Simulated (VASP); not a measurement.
Consider the following.

```xyz
4
Lattice="2.2095 -3.7937 0.0000 2.2095 3.7937 0.0000 0.0000 0.0000 4.5449" Properties=species:S:1:pos:R:3 pbc="T T T"
Ga     2.2095     2.6126     4.1609
Ga     2.2095     1.1811     1.9885
Ga     2.2095    -1.1811     2.6564
Ga     2.2095    -2.6126     0.3840
```

Level of theory: r2SCAN meta-GGA, VASP's PBE PAW potentials (set 64) (plane waves; VASP). Settings: 480 eV cut-off, 8×8×6 Γ-centred mesh, first-order Methfessel-Paxton smearing of 0.10 eV, potentials Ga_d.

**Question.** Predict the energy per atom (σ→0), largest force, band gap (on the k-mesh) with the smallest direct gap where there is one.

**Answer.** 
```json
{
  "band gap (on the k-mesh)": "none (metal, semimetal or under 0.01 eV)",
  "energy per atom (σ→0)": "-11.433 eV/atom",
  "largest_force": "0.467 eV/Å"
}
```

The compound is Ga in the alpha structure. This cell was strained or had an atom moved on purpose.
